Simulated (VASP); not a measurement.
```yaml
crystal:
  lattice:
    - [1.33000, -2.30363, 0.00000]
    - [1.33000, 2.30363, 0.00000]
    - [0.00000, 0.00000, 4.95000]
  atoms:
    - { symbol: Zn, position: [0.33333, 0.66667, 0.25000] }
    - { symbol: Zn, position: [0.66667, 0.33333, 0.75000] }
```

The base run (VASP): PBE GGA, plane waves, VASP's PBE PAW potentials (set 64). Numerical set-up: 400 eV cut-off, 14×14×7 Γ-centred mesh, first-order Methfessel-Paxton smearing of 0.10 eV, potentials Zn.

The base run took about 10 core-seconds. The timings are rough (shared machines, no repeats); factors under 2 mean little.

Pressures at a finite cut-off, here 400 eV, hold a Pulay part, which wasn't tested here.

| setting | cost over the base run | electronic steps | pressure (GPa) |
|---|---|---|---|
| GGA = RP | within a factor of 2 | 11 | 2.81 |
| base run | reference | 11 | -0.35 |
| GGA = 91 | within a factor of 2 | 11 | -0.23 |
| IVDW = 13 | within a factor of 2 | 11 | -3.60 |
| GGA = AM | within a factor of 2 | 11 | -5.49 |
| AGGAC = 0.0, GGA = BO, LUSE_VDW = .TRUE., PARAM1 = 0.1833333333, PARAM2 = 0.22 | within a factor of 2 | 11 | -0.20 |
| GGA removed, LMIXTAU = .TRUE., METAGGA = TPSS | about 10 times | 30 | -8.18 |

Left out are runs that failed, have no time on record or changed the cell.

The compound is Zn in the hcp structure. The cell was not relaxed at this level.
